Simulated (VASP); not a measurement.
Computed with PBE GGA with D3 dispersion (zero damping), VASP's PBE PAW potentials (set 64) (plane waves; VASP 6.6.1).

Input for VASP

### INCAR
```
ALGO=Normal
EDIFF=1E-7
ENCUT=520
GGA=PE
ICHARG=11
ISMEAR=0
IVDW=11
LASPH=.TRUE.
LCHARG=.FALSE.
LMAXMIX=4
LORBIT=11
LREAL=.FALSE.
LWAVE=.FALSE.
NELM=100
PREC=Accurate
SIGMA=0.05
SYSTEM=PbS
```

File POSCAR:
```
PbS
1
    0.0000000000     2.9837202793     2.9837202793
    2.9837202793     0.0000000000     2.9837202793
    2.9837202793     2.9837202793     0.0000000000
Pb S
1 1
Direct
  0.0000000000   0.0000000000   0.0000000000
  0.5000000000   0.5000000000   0.5000000000
```

**KPOINTS**
```
k-points along high-symmetry lines
15
Line-mode
Reciprocal
  0.000000   0.000000   0.000000 ! GAMMA
  0.500000   0.000000   0.500000 ! X

  0.500000   0.000000   0.500000 ! X
  0.625000   0.250000   0.625000 ! U

  0.375000   0.375000   0.750000 ! K
  0.000000   0.000000   0.000000 ! GAMMA

  0.000000   0.000000   0.000000 ! GAMMA
  0.500000   0.500000   0.500000 ! L

  0.500000   0.500000   0.500000 ! L
  0.500000   0.250000   0.750000 ! W

  0.500000   0.250000   0.750000 ! W
  0.500000   0.000000   0.500000 ! X
```

POTCAR, in this order: Pb_d S (PBE.64 set). Program: vasp_std. Read from the step before: CHGCAR.

Output of the run:

### OUTCAR
```
 ion  position               nearest neighbor table
   1  0.000  0.000  0.000-   2 2.98   2 2.98   2 2.98   2 2.98   2 2.98   2 2.98
   2  0.500  0.500  0.500-   1 2.98   1 2.98   1 2.98   1 2.98   1 2.98   1 2.98
  LATTYP: Found a face centered cubic cell.
 ALAT       =     5.9674405586
 Subroutine PRICEL returns:
 Original cell was already a primitive cell.
 Subroutine GETGRP returns: Found 48 space group operations
The static configuration has the point symmetry O_h .
The dynamic configuration has the point symmetry O_h .
 Subroutine INISYM returns: Found 48 space group operations
   k-points           NKPTS =     90   k-points in BZ     NKDIM =     90   number of bands    NBANDS=     14
   number of dos      NEDOS =    301   number of ions     NIONS =      2
   total plane-waves  NPLWV =  32768
   dimension x,y,z NGX =    32 NGY =   32 NGZ =   32
   dimension x,y,z NGXF=    64 NGYF=   64 NGZF=   64
   ions per type =               1   1
   PREC   = accura    normal or accurate (medium, high low for compatibility)
   ISTART =      0    job   : 0-new  1-cont  2-samecut
   ICHARG =     11    charge: 1-file 2-atom 10-const
   ISPIN  =      1    spin polarized calculation?
   LNONCOLLINEAR =      F non collinear calculations
   LSORBIT =      F    spin-orbit coupling
   INIWAV =      1    electr: 0-lowe 1-rand  2-diag
   ENCUT  =  520.0 eV  38.22 Ry    6.18 a.u.   7.85  7.85  7.85*2*pi/ulx,y,z
   NELM   =    100;   NELMIN=  2; NELMDL= -5     # of ELM steps
   EDIFF  = 0.1E-06   stopping-criterion for ELM
   LREAL  =      F    real-space projection
   NLSPLINE    = F    spline interpolate recip. space projectors
   LMAXMIX     =    4 max onsite mixed and CHGCAR
   VOSKOWN=      0    Vosko Wilk Nusair interpolation
   EDIFFG = 0.1E-05   stopping-criterion for IOM
   NSW    =      0    number of steps for IOM
   NBLOCK =      1;   KBLOCK =      1    inner block; outer block
   IBRION =     -1    ionic relax: 0-MD 1-quasi-New 2-CG
   NFREE  =      0    steps in history (QN), initial steepest desc. (CG)
   ISIF   =      2    stress and relaxation
   ISYM   =      2    0-nonsym 1-usesym 2-fastsym
   TEIN   =    0.0    initial temperature
   TEBEG  =    0.0;   TEEND  =   0.0 temperature during run
...
```

File OSZICAR:
```
       N       E                     dE             d eps       ncg     rms          rms(c)
DAV:   1     0.159977257765E+03    0.15998E+03   -0.98607E+03  2526   0.150E+03
DAV:   2     0.353439682373E+01   -0.15644E+03   -0.15274E+03  2712   0.365E+02
DAV:   3    -0.907981221814E+01   -0.12614E+02   -0.12417E+02  3342   0.106E+02
DAV:   4    -0.940140758252E+01   -0.32160E+00   -0.32145E+00  2806   0.200E+01
DAV:   5    -0.941348718109E+01   -0.12080E-01   -0.12079E-01  3620   0.372E+00
DAV:   6    -0.941395478871E+01   -0.46761E-03   -0.46761E-03  3260   0.601E-01
DAV:   7    -0.941395836506E+01   -0.35764E-05   -0.35763E-05  3682   0.563E-02
DAV:   8    -0.941395841899E+01   -0.53926E-07   -0.53923E-07  2954   0.678E-03
   1 F= -.98223954E+01 E0= -.98223954E+01  d E =-.124326E-10
```

### OUTCAR
```
 val. band max:        5.5664176234   @ k =   0.5000   0.5000   0.5000

 cond. band min:       5.9957930283   @ k =   0.5000   0.5000   0.5000



 k-point     1 :       0.0000    0.0000    0.0000
  band No.  band energies     occupation
      1     -11.2105      2.00000
      2     -11.2105      2.00000
      3     -11.2105      2.00000
      4     -11.1937      2.00000
      5     -11.1937      2.00000
      6      -7.8496      2.00000
      7      -0.4836      2.00000
      8       3.5021      2.00000
      9       3.5021      2.00000
     10       3.5021      2.00000
     11      10.7445      0.00000
     12      10.7445      0.00000
     13      10.7445      0.00000
     14      12.3622      0.00000

 k-point     2 :       0.0357    0.0000    0.0357
  band No.  band energies     occupation
      1     -11.2108      2.00000
      2     -11.2098      2.00000
      3     -11.2098      2.00000
      4     -11.1944      2.00000
      5     -11.1933      2.00000
      6      -7.8353      2.00000
      7      -0.5336      2.00000
      8       3.4854      2.00000
      9       3.4854      2.00000
     10       3.5821      2.00000
     11      10.4550      0.00000
     12      10.6954      0.00000
     13      10.6954      0.00000
     14      12.2421      0.00000

 k-point     3 :       0.0714    0.0000    0.0714
  band No.  band energies     occupation
      1     -11.2117      2.00000
      2     -11.2078      2.00000
      3     -11.2078      2.00000
      4     -11.1970      2.00000
      5     -11.1924      2.00000
      6      -7.7925      2.00000
      7      -0.6694      2.00000
      8       3.4361      2.00000
      9       3.4361      2.00000
     10       3.8013      2.00000
     11       9.7871      0.00000
     12      10.5867      0.00000
     13      10.5867      0.00000
     14      11.9599      0.00000

 k-point     4 :       0.1071    0.0000    0.1071
  band No.  band energies     occupation
      1     -11.2131      2.00000
...
```

The density is held fixed in this step, so its total energy and stress have no physical meaning. Unless said otherwise, spin-orbit coupling is left out, though it shifts the bands of the heavy elements here.

The compound is PbS in the rock salt structure. It was relaxed first.
